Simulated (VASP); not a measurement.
Given:

```
CELL_PARAMETERS angstrom
      0.00000     3.90288     3.90288
      3.90288     0.00000     3.90288
      3.90288     3.90288     0.00000
ATOMIC_POSITIONS crystal
  I  0.25000 0.25000 0.25000
  Tl 0.00000 0.00000 0.00000
```

Computed with PBE GGA, VASP's PBE PAW potentials (set 64) (plane waves; VASP). Run with 300 eV cut-off, 6×6×6 Γ-centred mesh, Gaussian smearing of 0.14 eV, potentials I Tl_d.

Unless said otherwise, spin-orbit coupling is left out, though it shifts the bands of the heavy elements here.

Task: Give the energies of bands 7 to 13 at the high-symmetry points, in eV from the valence-band maximum.

Result: 
```
band      Γ      X      U      L      W
----  -----  -----  -----  -----  -----
7     -3.92  -4.85  -4.83  -4.70  -4.84
8     -1.12  -1.65  -1.84  -1.34  -1.79
9     -1.12  -1.65  -1.56  -1.34  -1.70
10    -1.12  -0.19  -0.11  -0.87   0.00
11     3.62   2.57   3.12   4.03   3.58
12     3.62   5.18   4.61   4.06   3.76
13     3.62   5.18   4.80   4.06   5.16
```

The gap is indirect, 2.57 eV, from the valence maximum at W to the conduction minimum at X.

The structure was generated: TlI was put into an ordered model structure, which need not be its known phase. The cell was not relaxed at this level.
